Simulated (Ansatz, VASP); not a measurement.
# Cross-check of Cu16Cl3 (Cu(111)) between VASP and Ansatz, part 2 of 2

Wanted: the spread between two codes on one cell, functional and k mesh. The structure shown is the end of the VASP relaxation below.

VASP 6.6.1 and Ansatz 0.2.0.

So far: The structure; VASP: relaxation, PBE.

### Step 3. Ansatz: single point, PBE

Level of this step: Ansatz beside VASP: Kohn-Sham DFT, plane waves, PBE (Ansatz).

Ansatz runs on its default PAW (the set named soft_2) files.

The same cell, functional, mesh and smearing now go to Ansatz, which takes its cutoff from its data sets.

The input, input.yaml:

```yaml
crystal:
  lattice:
    - [5.13125065, 0.0, 0.0]
    - [2.56562532, 4.44379341, 0.0]
    - [0.0, 0.0, 21.28447291]
  atoms:
    - { symbol: Cu, position: [0.0, 0.0, 0.35236954] }
    - { symbol: Cu, position: [0.5, 0.0, 0.35236954] }
    - { symbol: Cu, position: [0.0, 0.5, 0.35236954] }
    - { symbol: Cu, position: [0.5, 0.5, 0.35236954] }
    - { symbol: Cu, position: [0.16666667, 0.16666667, 0.45078985] }
    - { symbol: Cu, position: [0.66666667, 0.16666667, 0.45078985] }
    - { symbol: Cu, position: [0.16666667, 0.66666667, 0.45078985] }
    - { symbol: Cu, position: [0.66666667, 0.66666667, 0.45078985] }
    - { symbol: Cu, position: [0.83361047, 0.33277905, 0.54884744] }
    - { symbol: Cu, position: [0.33333333, 0.33333333, 0.54782475] }
    - { symbol: Cu, position: [0.83361047, 0.83361047, 0.54884744] }
    - { symbol: Cu, position: [0.33277905, 0.83361047, 0.54884744] }
    - { symbol: Cu, position: [0.0, 0.0, 0.64635763] }
    - { symbol: Cu, position: [0.50055035, 0.9988993, 0.64527113] }
    - { symbol: Cu, position: [0.9988993, 0.50055035, 0.64527113] }
    - { symbol: Cu, position: [0.50055035, 0.50055035, 0.64527113] }
    - { symbol: Cl, position: [0.16657601, 0.16657601, 0.75856319] }
    - { symbol: Cl, position: [0.66684799, 0.16657601, 0.75856319] }
    - { symbol: Cl, position: [0.16657601, 0.66684799, 0.75856319] }
hamiltonian:
  xc: pbe
  pseudopotentials: { kind: paw }
kpoints:
  mp_grid: { grid: [6, 6, 1] }
scf:
  occupations: { method: methfessel_paxton, width: 0.15 }
  n_extra_bands: 8
efield:
  axis: 3
  dipole_correction: true
  ramp_width: 0.04
output:
  forces: true
  eigenvalues: true
```

Command:

```bash
ansatz run input.yaml --threads 8 --pin off --max-ram 18432MiB --backend cpu --events-out ev --progress --plain --runs-dir out
```

Numbers of over 12 decimals in the logs are rounded to 6 here.

What it wrote:

```text
scf.n_extra_bands = 8 over 163 filled bands (N_el = 325.0): the run solves 171 bands
Engine: ansatz 0.2.0, aarch64-unknown-linux-gnu
Pseudopotentials: kind: paw
Pseudopotential: Cu, paw, valence charge 19, recommended cutoff 420 eV (normal), Cu.paw.azcp
Pseudopotential: Cl, paw, valence charge 7, recommended cutoff 420 eV (normal), Cl.paw.azcp
Functional definition: PBE
  parameter kappa = 0.804
  parameter beta = 0.066725
  exchange = pbe_x(kappa = kappa, mu = beta*pi^2/3)
  correlation = pbe_c(beta = beta)
Crystal: 19 atoms, lattice volume = 485.333 Å³
Basis set: ecut = 420 eV, 9497 PW (Γ), exchange–correlation on 72×72×288 points (8 copies of the dense FFT grid, shifted against one another)
Bands: 171, of which v1, the nominal top of the filled ones, is band 163 counted from 1 (162 counted from 0)
Symmetry: 6 space group operations
Space group: P3m1 (ITA 156), of the structure as read, at distance tolerance 7.9e-5 Å
k-points: 7 of 36 (time reversal used)
Non-local potential: Cu, projectors of the file, l = 0: 3, l = 1: 2, l = 2: 3, l = 3: 1
Non-local potential: Cl, projectors of the file, l = 0: 2, l = 1: 2, l = 2: 2
PAW form: soft (Blöchl's): semilocal exchange-correlation on the pseudo side does not see the compensation charge
PAW one-centre angular grid: Cu, 590 points (default); XC on 64 Gauss nodes
PAW one-centre angular grid: Cl, 110 points (default); XC on 64 Gauss nodes
Initial density: superposition of atomic densities (neutral atoms: chi_scale 0, normalization atom), corrected by the library's trained network
Initial wavefunctions: pseudopotential atomic-orbital guess
Functional: x = pbe(κ = 0.804, μ = 0.219515), c = pbe(β = 0.066725)
SCF iter   1: F=—  HF=-109237.090416 eV  |F-HF|=—  |Δ(HF+E_count)|=         —  Δρ=1.05e-2  dr2=8.21e0  ethr=1.77e-3  p=-0.102 e·Å  D=-3.82e-2 V/Å  ΔV_dip=0.81 eV  dr2_dipole=5.22e0  V_vac-E_F(+/−)=5.42/4.60 eV  ⟨swp⟩=6.1  Hψ=4870  notcnv=0
efield: sawtooth ramp at fractional position 0.0355 (placed from the atoms, in the widest stretch of the axis that holds none; the zero of the levels goes with the place), width 0.0400; the density the first Hamiltonian is built on has a dipole p = -0.102 e·Å; the dipole correction subtracts the counter field D = -3.82e-2 V/Å, which shifts the + side's vacuum level by +0.81 eV against the − side's; the planar-averaged density in the ramp window peaks in size at 2.4e-4 e/Å³
preconditioner: auto → LDOS  [metal: Δε(μ)=0.025 eV  Ē_g=4.772 eV  σ=0.150 eV  W_gap=0.14  n_scr=136 (ndim 8)  ℏωp=23.7 eV  f_vac=0.474  D(μ)=7.68/eV (n_scr^D=52)  β→1.0]
SCF iter   2: F=—  HF=-109236.925149 eV  |F-HF|=—  |Δ(HF+E_count)|=   1.65e-1  S|Δr|=    0.00e0  Δρ=7.11e-3  dr2=4.43e-1  ethr=1.77e-3  p=-0.049 e·Å  D=-1.82e-2 V/Å  ΔV_dip=0.39 eV  dr2_dipole=1.56e-4  V_vac-E_F(+/−)=5.50/5.11 eV  ⟨swp⟩=2.0  Hψ=1557  notcnv=0  defer=6
SCF iter   3: F=—  HF=-109236.890280 eV  |F-HF|=—  |Δ(HF+E_count)|=   3.49e-2  S|Δr|=    0.00e0  Δρ=3.56e-3  dr2=6.63e-2  ethr=1.36e-4  p=-0.069 e·Å  D=-2.57e-2 V/Å  ΔV_dip=0.55 eV  dr2_dipole=2.71e-3  V_vac-E_F(+/−)=5.43/4.88 eV  ⟨swp⟩=2.0  Hψ=1711  notcnv=0  defer=6
SCF iter   4: F=—  HF=-109236.891246 eV  |F-HF|=—  |Δ(HF+E_count)|=   9.66e-4  S|Δr|=    0.00e0  Δρ=3.42e-3  dr2=4.51e-2  ethr=2.04e-5  p=-0.059 e·Å  D=-2.21e-2 V/Å  ΔV_dip=0.47 eV  dr2_dipole=6.91e-4  V_vac-E_F(+/−)=5.42/4.95 eV  ⟨swp⟩=2.0  Hψ=1925  notcnv=0  defer=4
SCF iter   5: F=—  HF=-109236.884888 eV  |F-HF|=—  |Δ(HF+E_count)|=   6.36e-3  S|Δr|=    0.00e0  Δρ=1.18e-3  dr2=7.34e-3  ethr=1.39e-5  p=-0.063 e·Å  D=-2.34e-2 V/Å  ΔV_dip=0.50 eV  dr2_dipole=3.36e-5  V_vac-E_F(+/−)=5.42/4.92 eV  ⟨swp⟩=2.0  Hψ=1711  notcnv=0  defer=4
SCF iter   6: F=—  HF=-109236.884126 eV  |F-HF|=—  |Δ(HF+E_count)|=   7.62e-4  S|Δr|=    0.00e0  Δρ=3.96e-4  dr2=1.85e-3  ethr=2.26e-6  p=-0.065 e·Å  D=-2.41e-2 V/Å  ΔV_dip=0.51 eV  dr2_dipole=1.41e-4  V_vac-E_F(+/−)=5.42/4.91 eV  ⟨swp⟩=2.0  Hψ=1794  notcnv=0  defer=4
SCF iter   7: F=—  HF=-109236.884089 eV  |F-HF|=—  |Δ(HF+E_count)|=   3.74e-5  S|Δr|=    0.00e0  Δρ=2.01e-4  dr2=2.51e-4  ethr=5.69e-7  p=-0.066 e·Å  D=-2.44e-2 V/Å  ΔV_dip=0.52 eV  dr2_dipole=5.26e-5  V_vac-E_F(+/−)=5.42/4.90 eV  ⟨swp⟩=2.0  Hψ=1652  notcnv=0  defer=4
SCF iter   8: F=—  HF=-109236.884110 eV  |F-HF|=—  |Δ(HF+E_count)|=   2.09e-5  S|Δr|=    0.00e0  Δρ=9.73e-5  dr2=6.42e-5  ethr=7.74e-8  p=-0.066 e·Å  D=-2.45e-2 V/Å  ΔV_dip=0.52 eV  dr2_dipole=4.26e-6  V_vac-E_F(+/−)=5.42/4.90 eV  ⟨swp⟩=2.0  Hψ=1853  notcnv=0  defer=4
SCF iter   9: F=—  HF=-109236.884036 eV  |F-HF|=—  |Δ(HF+E_count)|=   7.34e-5  S|Δr|=    0.00e0  Δρ=3.09e-5  dr2=4.82e-6  ethr=1.98e-8  p=-0.066 e·Å  D=-2.45e-2 V/Å  ΔV_dip=0.52 eV  dr2_dipole=2.69e-7  V_vac-E_F(+/−)=5.42/4.90 eV  ⟨swp⟩=2.0  Hψ=1572  notcnv=0  defer=1
SCF iter  10: F=—  HF=-109236.884043 eV  |F-HF|=—  |Δ(HF+E_count)|=   6.44e-6  S|Δr|=    0.00e0  Δρ=1.62e-5  dr2=1.37e-6  ethr=1.48e-9  p=-0.066 e·Å  D=-2.45e-2 V/Å  ΔV_dip=0.52 eV  dr2_dipole=1.73e-7  V_vac-E_F(+/−)=5.42/4.90 eV  ⟨swp⟩=2.1  Hψ=1851  notcnv=0  defer=1
SCF iter  11: F=—  HF=-109236.884045 eV  |F-HF|=—  |Δ(HF+E_count)|=   2.43e-6  S|Δr|=    0.00e0  Δρ=6.16e-6  dr2=2.02e-7  ethr=4.21e-10  p=-0.066 e·Å  D=-2.45e-2 V/Å  ΔV_dip=0.52 eV  dr2_dipole=1.51e-8  V_vac-E_F(+/−)=5.42/4.90 eV  ⟨swp⟩=2.1  Hψ=1821  notcnv=0  defer=1
SCF iter  12: F=-109236.884045 eV  HF=-109236.884045 eV  |F-HF|=4.76e-8  |Δ(HF+E_count)|=   2.74e-7  S|Δr|=    0.00e0  Δρ=3.24e-6  dr2=7.59e-8  ethr=3.08e-11  p=-0.066 e·Å  D=-2.45e-2 V/Å  ΔV_dip=0.52 eV  dr2_dipole=2.23e-8  V_vac-E_F(+/−)=5.42/4.90 eV  ⟨swp⟩=10.3  Hψ=5366  notcnv=0
WARN: efield: at this solve's end the planar-averaged density reaches 3.65e-5 e/Å³ inside the ramp window [0.9885, 0.1224] (bound 1e-5 e/Å³), and -3.13e-5 e/Å³ on another of its planes; by the running means of the window's planes the mean density over a ramp is at most 1.18e-5 e/Å³, which is held to the bound (the quickstart, § The vacuum guard, A window that rings); the window's nearer edge stands 4.89 Å from this s [...]
SCF 1 converged in 12 iterations: F = -109236.884045 eV  dr2 = 7.59e-8
  greatest PAW one-centre occupation: 1.000 electrons in one spin orbital (limit 2), on the Cu atom at site 12 (counted from 0), in its partial waves of l = 0
SCF converged after 12 iterations
Stability not checked: this state was not tested for a lower state beside it, because cold or Methfessel-Paxton smearing, or corrected tetrahedra, fill the levels in a way that the test cannot read (fill_not_monotonic; see scf.lower_state_search)
Free energy (F): -109236.884045 eV
Harris-Foulkes:  -109236.884045 eV  (|F-HF|=4.76e-8)
Internal energy: -109236.849741 eV  (E = F + TS)
E sigma→0 (E₀):  -109236.875469 eV
Entropy (-TS):   -0.034304 eV (-1.805 meV/atom)
Fermi energy:    4.733591 eV
Dipole field:    D = -0.024411 V/Å  (p = -0.065472 e·Å, saw-weighted, corrected)
Work function:   Φ+ = 5.4208 eV   Φ− = 4.9012 eV
Levels:          The Fermi level and band energies are counted from a zero that moves with the ramp; work functions are not
Vacuum region:   at the solve's end the planar-averaged density reaches 3.65e-5 e/Å³ inside the ramp window [0.9885, 0.1224] (bound 1e-5 e/Å³), and -3.13e-5 e/Å³ on another of its planes; by the running means of the window's planes the mean density over a ramp is at most 1.18e-5 e/Å³, which is held to the bound (the quickstart, § The vacuum guard, A window that rings)
--- Per-component energies (eV) ---
  E_band       = -9385.409567
  E_kinetic    = 5280.283762
  E_local      = -555012.045784  (includes V_loc(G=0)·N_el)
  E_nonlocal   = 6351.196322
  E_hartree    = 271734.739368
  E_xc         = -1745.372004
  E_vxc        = -2203.010153  (∫ρ·V_xc dr)
  E_paw        = -28607.279403  (= ΣΔE_a)
  E_vpaw       = -7264.526133  (= ΣTr[D̂ρ^β])
  E_aug_tail   = 0.004740  (compensation charges beyond the density's cutoff)
  E_efield     = 0.000799  (sawtooth field / dipole correction)
  E_vefield    = -6.650109  (∫n·V_field dr)
  E_ewald      = 192761.622459
  E_smearing   = -0.034304  (= −TS)
  E_closure    = -0.000000  (closes the sum)
  Σ components = -109236.884045   (vs F -109236.884045, Δ=0.00e0)
--- Forces (eV/Å), atoms counted from 1 ---
  atom   1  Cu    -0.00000000     0.00000000     0.06666541
  atom   2  Cu     0.00000000    -0.00592531     0.05501748
  atom   3  Cu    -0.00513147     0.00296266     0.05501748
  atom   4  Cu     0.00513147     0.00296266     0.05501748
  atom   5  Cu    -0.01895638    -0.01094447    -0.04565300
  atom   6  Cu     0.01895638    -0.01094447    -0.04565300
  atom   7  Cu    -0.00000000     0.02188894    -0.04565300
  atom   8  Cu    -0.00000000     0.00000000    -0.04686814
  atom   9  Cu    -0.00000000     0.00075258     0.00534250
  atom  10  Cu     0.00000000     0.00000000     0.02590472
  atom  11  Cu    -0.00065176    -0.00037629     0.00534250
  atom  12  Cu     0.00065176    -0.00037629     0.00534250
  atom  13  Cu     0.00000000     0.00000000    -0.02768923
  atom  14  Cu     0.00000000    -0.00757443    -0.01986652
  atom  15  Cu    -0.00655965     0.00378722    -0.01986652
  atom  16  Cu     0.00655965     0.00378722    -0.01986652
  atom  17  Cl     0.00801892     0.00462973    -0.00088704
  atom  18  Cl    -0.00801892     0.00462973    -0.00088704
  atom  19  Cl     0.00000000    -0.00925945    -0.00088704
  max |Σ_I F_I| component: 1.27e-4 eV/Å
--- Band table (eV; the first three rows and the last of 7) ---
  k-point 0: bands = [... 159 lower, 4.6716, 4.7528, 5.4777, 5.5869, 5.5869, 5.6740, 5.6740, 5.9115, ... 4 higher]
  k-point 1: bands = [... 159 lower, 4.4945, 4.6552, 4.6932, 4.8131, 5.3101, 5.4135, 5.4837, 5.7589, ... 4 higher]
  k-point 2: bands = [... 159 lower, 3.6305, 4.6631, 4.7097, 4.7693, 5.2403, 5.3531, 5.3856, 5.4201, ... 4 higher]
  k-point 6: bands = [... 159 lower, 3.3870, 3.3921, 3.7989, 4.3906, 4.5055, 4.5093, 6.5077, 6.7362, ... 4 higher]
```

It took 19 s on 8 threads of Arm Neoverse N1, shared host; peak memory 2.8 GiB; 2.4 min of CPU time.

In the SCF lines HF is the Harris–Foulkes energy and dr2 the Hartree energy of the density residual, in eV; the loop may stop once dr2 is under the threshold and the program's other checks hold. Hψ counts applications of the Hamiltonian.

### Step 4. Comparison

Known differences besides the potentials themselves: the data sets hold 325 valence electrons in Ansatz (default PAW (the set named soft_2) files) and 197 in VASP; the cutoff is 420 eV in Ansatz and 330 eV in VASP (PREC = Normal, projectors in real space). Total energies have different zeros and are not compared.

Forces on 10 of the 19 atoms, those with the largest forces and the largest differences (eV/Å; atoms numbered as in POSCAR):

```tsv
atom	Ansatz x, y, z	VASP x, y, z
Cu1	0.000, 0.000, 0.067	0.000, 0.000, 0.063
Cu2	0.000, -0.006, 0.055	0.000, -0.006, 0.052
Cu3	-0.005, 0.003, 0.055	-0.005, 0.003, 0.052
Cu4	0.005, 0.003, 0.055	0.005, 0.003, 0.052
Cu5	-0.019, -0.011, -0.046	-0.019, -0.011, -0.041
Cu6	0.019, -0.011, -0.046	0.019, -0.011, -0.041
Cu7	0.000, 0.022, -0.046	0.000, 0.022, -0.041
Cu14	0.000, -0.008, -0.020	0.000, -0.004, 0.005
Cu15	-0.007, 0.004, -0.020	-0.003, 0.002, 0.005
Cu16	0.007, 0.004, -0.020	0.003, 0.002, 0.005
```

The forces differ by 8.0 meV/Å r.m.s., which is 39.9 % of the r.m.s. force of 0.02 eV/Å (both taken over all components, held atoms included).

### Step 5. Outcome

```json
{
 "r.m.s. force difference (single point, PBE)": "8.0 meV/Å"
}
```

**Reading.** The r.m.s. force difference is 8.0 meV/Å (single point, PBE), within the 12 meV/Å picked in this series as the mark of a large difference. How closely two codes agree says nothing of how well the functional describes the real material.

[Lines on the potential files, build, host, timing and source positions are cut from VASP's logs without a mark.]

[Logs are printed without paths, hosts, clocks, repeated set-up lines and the standing remarks that a program may print on its own settings, such as how far it seeks lower states.]

[Hosts, paths, dates, database ids (printed as entryN), source tags and the programs' standing remarks are cut or masked in the printed files.]
